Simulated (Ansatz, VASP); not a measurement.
# H2CClF: VASP beside Ansatz

Aim: how closely do two programs agree when they are given the same cell, functional and k mesh? The cell is taken from a series of runs on this material, whose earlier steps may have relaxed, scaled, displaced or heated it; both programs get it as it stands.

Program: Ansatz 0.2.0. Level of theory: plane waves, with VASP 6.6.1 beside it; dielectric response at PBE. Results are calculated unless marked as measured.

## 1. The structure

The structure is monoclinic, space group P2_1 (No. 4). The conventional cell has a = 5.021 Å, b = 4.148 Å, c = 6.768 Å, α = 90.00°, β = 108.21°, γ = 90.00°. H has 1 C at 1.09 Å nearest. Nearest to H lie 1 C at 1.09 Å. Nearest to C lie 2 H at 1.09 Å and 1 F at 1.38 Å and 1 Cl at 1.79 Å. Nearest to Cl lie 1 C at 1.79 Å. F has 1 C at 1.38 Å nearest. Farther neighbours and most contacts between anions are not listed.

## 2. Ansatz: dielectric response, PBE

Ansatz runs on its default PAW (the set named soft_2) files.

The response to a field tests empty states and converges slowly with the mesh.

Input file input.yaml:

```yaml
crystal:
  lattice:
    - [5.0206, 0.0, 0.0]
    - [0.0, 4.1477, 0.0]
    - [-2.1143188253, 0.0, 6.4288463713]
  atoms:
    - { symbol: H, position: [0.2853907074, 0.3914333251, 0.1553547444] }
    - { symbol: H, position: [0.7146092926, 0.8914333251, 0.8446452556] }
    - { symbol: H, position: [0.5708661695, 0.1079278767, 0.2708692269] }
    - { symbol: H, position: [0.4291338305, 0.6079278767, 0.7291307731] }
    - { symbol: C, position: [0.3461441783, 0.1407585261, 0.1942650717] }
    - { symbol: C, position: [0.6538558217, 0.6407585261, 0.8057349283] }
    - { symbol: Cl, position: [0.1665216804, 0.0025228448, 0.3683413112] }
    - { symbol: Cl, position: [0.8334783196, 0.5025228448, 0.6316586888] }
    - { symbol: F, position: [0.2645503672, 0.9578574273, 0.0149998989] }
    - { symbol: F, position: [0.7354496328, 0.4578574273, 0.9850001011] }
kpoints:
  mp_grid: { grid: [4, 6, 4] }
hamiltonian:
  xc: pbe
scf:
  occupations: { method: fixed }
dielectric: {}
```

Started as:

```sh
ansatz run input.yaml --threads 3 --pin off --max-ram 92160MiB --backend cuda --devices 1 --max-vram 13GiB --events-out ev --progress --plain --runs-dir out
```

Numbers of over 12 decimals in the logs are rounded to 6 here.

The program printed:

```text
GPUs: using 1 of 1 available (devices: 1).
Engine: ansatz 0.2.0, x86_64-unknown-linux-gnu
Pseudopotentials: kind: paw
Pseudopotential: H, paw, valence charge 1, recommended cutoff 420 eV (normal), H.paw.azcp
Pseudopotential: C, paw, valence charge 4, recommended cutoff 420 eV (normal), C.paw.azcp
Pseudopotential: Cl, paw, valence charge 7, recommended cutoff 420 eV (normal), Cl.paw.azcp
Pseudopotential: F, paw, valence charge 7, recommended cutoff 420 eV (normal), F.paw.azcp
Functional definition: PBE
  parameter kappa = 0.804
  parameter beta = 0.066725
  exchange = pbe_x(kappa = kappa, mu = beta*pi^2/3)
  correlation = pbe_c(beta = beta)
device memory: the entry about to start is reckoned to put 2.6 GiB on a device that reports 50.3 GiB free (of which the cap on the GPU budget leaves the run 13.0 GiB)
GPU FFT provider: cuFFT
GPU libraries: cuBLAS 13.8.2, cuFFT 12.4.0, cuSOLVER 12.3.4
Crystal: 10 atoms, lattice volume = 133.874 Å³
Basis set: ecut = 420 eV, 2603 PW (Γ), exchange–correlation on 72×60×96 points (8 copies of the dense FFT grid, shifted against one another)
Bands: 30, of which v1, the nominal top of the filled ones, is band 20 counted from 1 (19 counted from 0)
Symmetry: 2 space group operations
k-points: 52 of 96 (irreducible under 1 space group operation, time reversal used)
Non-local potential: H, projectors of the file, l = 0: 2, l = 1: 1
Non-local potential: C, projectors of the file, l = 0: 2, l = 1: 2, l = 2: 1
Non-local potential: Cl, projectors of the file, l = 0: 2, l = 1: 2, l = 2: 2
Non-local potential: F, projectors of the file, l = 0: 2, l = 1: 2, l = 2: 1
PAW form: soft (Blöchl's): semilocal exchange-correlation on the pseudo side does not see the compensation charge
PAW one-centre angular grid: H, 110 points (default); XC on 64 Gauss nodes
PAW one-centre angular grid: C, 110 points (default); XC on 64 Gauss nodes
PAW one-centre angular grid: Cl, 110 points (default); XC on 64 Gauss nodes
PAW one-centre angular grid: F, 110 points (default); XC on 64 Gauss nodes
Initial density: superposition of atomic densities (neutral atoms: chi_scale 0, normalization atom), corrected by the library's trained network
Initial wavefunctions: pseudopotential atomic-orbital guess
GPU buffer pool allocated for 51840 grid points (all kernels)
GPU transforms: local potential and band sums: pruned to the plane-wave sphere, on 36×27×45
Functional: x = pbe(κ = 0.804, μ = 0.219515), c = pbe(β = 0.066725)
SCF iter   1: F=—  HF=-4341.606416 eV  |F-HF|=—  |Δ(HF+E_count)|=         —  Δρ=1.53e-3  dr2=8.48e-4  ethr=1.77e-3  ⟨swp⟩=5.1  Hψ=6180  notcnv=0  defer=416
preconditioner: auto → Resta (q_TF=auto, 2.231 Å⁻¹)  ε∞=2.9  [insulator: Δε(μ)=5.996 eV  Ē_g=14.005 eV  n_scr=26 (ndim 8)  ℏωp=19.3 eV  f_vac=0.108  ε∞_Penn≈2.9]
SCF iter   2: F=—  HF=-4341.607800 eV  |F-HF|=—  |Δ(HF+E_count)|=   1.38e-3  Δρ=8.10e-4  dr2=2.59e-4  ethr=2.12e-6  ⟨swp⟩=2.8  Hψ=3366  notcnv=0  defer=416
SCF iter   3: F=—  HF=-4341.608484 eV  |F-HF|=—  |Δ(HF+E_count)|=   6.84e-4  Δρ=2.96e-4  dr2=6.94e-5  ethr=6.47e-7  ⟨swp⟩=2.0  Hψ=2236  notcnv=0  defer=416
SCF iter   4: F=—  HF=-4341.608549 eV  |F-HF|=—  |Δ(HF+E_count)|=   6.48e-5  Δρ=6.39e-5  dr2=5.98e-6  ethr=1.73e-7  ⟨swp⟩=3.0  Hψ=2689  notcnv=0  defer=411
SCF iter   5: F=—  HF=-4341.608624 eV  |F-HF|=—  |Δ(HF+E_count)|=   7.50e-5  Δρ=3.62e-5  dr2=1.02e-6  ethr=1.50e-8  ⟨swp⟩=2.3  Hψ=2050  notcnv=0  defer=262
SCF iter   6: F=—  HF=-4341.608624 eV  |F-HF|=—  |Δ(HF+E_count)|=   3.20e-7  Δρ=1.25e-5  dr2=1.37e-7  ethr=2.55e-9  ⟨swp⟩=2.9  Hψ=2789  notcnv=0  defer=262
SCF iter   7: F=—  HF=-4341.608624 eV  |F-HF|=—  |Δ(HF+E_count)|=   1.38e-7  Δρ=1.87e-6  dr2=4.67e-9  ethr=3.42e-10  ⟨swp⟩=2.0  Hψ=2031  notcnv=0  defer=262
SCF iter   8: F=—  HF=-4341.608624 eV  |F-HF|=—  |Δ(HF+E_count)|=  6.85e-10  Δρ=7.31e-7  dr2=7.46e-10  ethr=1.17e-11  ⟨swp⟩=3.0  Hψ=2234  notcnv=0  defer=262
SCF iter   9: F=-4341.608624 eV  HF=-4341.608624 eV  |F-HF|=1.55e-11  |Δ(HF+E_count)|=  7.00e-11  Δρ=1.81e-7  dr2=3.98e-11  ethr=1.00e-12  ⟨swp⟩=7.8  Hψ=7842  notcnv=0
SCF 1 converged in 9 iterations: F = -4341.608624 eV  dr2 = 3.98e-11
  greatest PAW one-centre occupation: 0.932 electrons in one spin orbital (limit 2), on the F atom at site 9 (counted from 0), in its partial waves of l = 0
the response reads at least the filled bands of the reference SCF and the lowest empty band at each k-point, and that SCF's band table does not vouch for those bands. The notice of the band table in this run's record says why
device memory: the entry about to start is reckoned to put 0.4 GiB on a device that reports 46.8 GiB free (of which the cap on the GPU budget leaves the run 12.9 GiB)
NSCF: frozen V_eff on 1 k-points
device memory: the entry about to start is reckoned to put 0.4 GiB on a device that reports 46.6 GiB free (of which the cap on the GPU budget leaves the run 12.9 GiB)
NSCF: frozen V_eff on 1 k-points
device memory: the entry about to start is reckoned to put 0.1 GiB (of the 0.2 GiB reckoned in all, the device holds 0.1 GiB already) on a device that reports 46.7 GiB free (of which the cap on the GPU budget leaves the run 12.9 GiB)
device memory: the entry about to start is reckoned to put 1.7 GiB (of the 1.8 GiB reckoned in all, the device holds 0.1 GiB already) on a device that reports 46.7 GiB free (of which the cap on the GPU budget leaves the run 12.9 GiB)
DFPT response loops at Γ: preconditioner auto → none (the input reference at scf.mixing.eps_inf says where Resta's filter doesn't serve); β = 0.50; Broyden in place of MSR1
── the response to a field inside a basis, on 4×6×4 k-points: an SCF that follows is theirs, and a resumed run solves both again ──
device memory: the entry about to start is reckoned to put 0.3 GiB on a device that reports 46.1 GiB free (of which the cap on the GPU budget leaves the run 12.9 GiB)
GPU FFT provider: cuFFT
GPU libraries: cuBLAS 13.8.2, cuFFT 12.4.0, cuSOLVER 12.3.4
Bands: 21, of which v1, the nominal top of the filled ones, is band 20 counted from 1 (19 counted from 0)
k-points: 24 of 96 (time reversal used)
Initial density: handed on by an earlier stage of this run
Initial wavefunctions: pseudopotential atomic-orbital guess (no wavefunctions were taken with the density)
GPU buffer pool allocated for 51840 grid points (all kernels)
GPU transforms: band sums: pruned to the plane-wave sphere, on 36×27×45
Eigensolver: Dense (24 Hₖ)
SCF iter   1: F=—  HF=-4341.597780 eV  |F-HF|=—  |Δ(HF+E_count)|=         —  Δρ=3.39e-4  dr2=3.15e-5  ethr=1.00e-1
preconditioner: auto → Resta (q_TF=auto, 2.231 Å⁻¹)  ε∞=3.9  [insulator: Δε(μ)=6.100 eV  Ē_g=11.360 eV  n_scr=26 (ndim 8)  ℏωp=19.3 eV  f_vac=0.107  ε∞_Penn≈3.9]
SCF iter   2: F=—  HF=-4341.597793 eV  |F-HF|=—  |Δ(HF+E_count)|=   1.22e-5  Δρ=1.51e-4  dr2=8.15e-6  ethr=7.88e-8
SCF iter   3: F=—  HF=-4341.597799 eV  |F-HF|=—  |Δ(HF+E_count)|=   6.08e-6  Δρ=5.80e-5  dr2=1.09e-6  ethr=2.04e-8
SCF iter   4: F=-4341.597799 eV  HF=-4341.597799 eV  |F-HF|=1.05e-8  |Δ(HF+E_count)|=   5.14e-7  Δρ=5.39e-6  dr2=3.06e-8  ethr=2.71e-9
SCF 1 converged in 4 iterations: F = -4341.597799 eV  dr2 = 3.06e-8
device memory: the entry about to start is reckoned to put 0.1 GiB on a device that reports 46.1 GiB free (of which the cap on the GPU budget leaves the run 12.9 GiB)
device memory: the entry about to start is reckoned to put 1.9 GiB on a device that reports 46.0 GiB free (of which the cap on the GPU budget leaves the run 12.8 GiB)
DFPT response loops at Γ: mixed as the last ones told, above
SCF converged after 9 iterations
Free energy (F): -4341.608624 eV
Harris-Foulkes:  -4341.608624 eV  (|F-HF|=1.55e-11)
Internal energy: -4341.608624 eV  (E = F + TS)
E sigma→0 (E₀):  -4341.608624 eV
Fermi energy:    -0.638722 eV
--- Per-component energies (eV) ---
  E_band       = -302.459071
  E_kinetic    = 966.187501
  E_local      = -2749.917461  (includes V_loc(G=0)·N_el)
  E_nonlocal   = 264.471655
  E_hartree    = 983.654903
  E_xc         = -502.592577
  E_vxc        = -609.484649  (∫ρ·V_xc dr)
  E_paw        = -1919.564870  (= ΣΔE_a)
  E_vpaw       = -141.024584  (= ΣTr[D̂ρ^β])
  E_aug_tail   = -0.001295  (compensation charges beyond the density's cutoff)
  E_ewald      = -1383.846480
  E_smearing   = -0.000000  (= −TS)
  E_closure    = 0.000000  (closes the sum)
  Σ components = -4341.608624   (vs F -4341.608624, Δ=0.00e0)
--- Band table (eV; the first three rows and the last of 52) ---
  k-point 0: bands = [... 16 lower, -1.4015, -1.3764, -1.3552, -0.8885, 5.7133, 5.9528, 6.4523, 7.5892, ... 6 higher]
  k-point 1: bands = [... 16 lower, -1.5069, -1.3150, -1.2744, -0.9040, 5.7294, 5.9026, 6.5344, 7.3298, ... 6 higher]
  k-point 2: bands = [... 16 lower, -1.5417, -1.2640, -1.2484, -0.9206, 5.7842, 5.8114, 6.7083, 7.0239, ... 6 higher]
  k-point 51: bands = [... 16 lower, -1.4114, -1.4114, -0.6445, -0.6445, 5.8940, 5.8940, 7.1943, 7.1943, ... 6 higher]
--- Dielectric response (ions clamped): 3 representative field directions + reference, inside a basis on a mesh of 96 k-points (Σ response iterations 18) ---
  ε∞ (high-frequency dielectric tensor):
        2.293374     0.000000    -0.182591
        0.000000     2.138962    -0.000000
       -0.182591    -0.000000     2.293018
  Born effective charges Z* (e; rows j = field, columns β = displacement):
    site 0:
         0.03314   -0.02994    0.05281
        -0.03618    0.06566    0.06498
         0.08197   -0.00130    0.02367
    site 1:
         0.03314    0.02994    0.05281
         0.03618    0.06566   -0.06498
         0.08197    0.00130    0.02367
    site 2:
         0.03741   -0.00837    0.07428
        -0.03541    0.08107    0.01317
        -0.00029    0.04391    0.03289
    site 3:
         0.03741    0.00837    0.07428
         0.03541    0.08107   -0.01317
        -0.00029   -0.04391    0.03289
    site 4:
         0.82025    0.09951   -0.64209
         0.18184    0.64328    0.18099
        -0.46597    0.29958    1.67217
    site 5:
         0.82025   -0.09951   -0.64209
        -0.18184    0.64328   -0.18099
        -0.46597   -0.29958    1.67217
    site 6:
        -0.52724   -0.11205    0.24224
        -0.04096   -0.22582    0.02039
         0.34395    0.13803   -0.51232
    site 7:
        -0.52724    0.11205    0.24224
         0.04096   -0.22582   -0.02039
         0.34395   -0.13803   -0.51232
    site 8:
        -0.36357    0.12200    0.27277
        -0.02288   -0.56418   -0.31482
         0.04034   -0.53082   -1.21641
    site 9:
        -0.36357   -0.12200    0.27277
         0.02288   -0.56418    0.31482
         0.04034    0.53082   -1.21641
  Z* charge neutrality: 2.154e-3 e pre-enforcement
  solved inside a basis spanned on kpoints, on 4×6×4 k-points, its susceptibility summed on 6×8×6: ε∞ is read to err by 4.7e-3, Z* by 8.0e-3 e (field_mesh: kpoints solves on kpoints); Z* is corrected for what the basis lacks
```

The column dr2 measures how far the density is from self-consistency, as an energy; F and HF (Harris–Foulkes) agree once it is small.

(Part 1 of 2 ends here.)

[Lines on the potential files, build, host, timing and source positions are cut from VASP's logs without a mark.]

[Logs are printed without paths, hosts, clocks, repeated set-up lines and the standing remarks that a program may print on its own settings, such as how far it seeks lower states.]

[Hosts, paths, dates, database ids (printed as entryN), source tags and the programs' standing remarks are cut or masked in the printed files.]
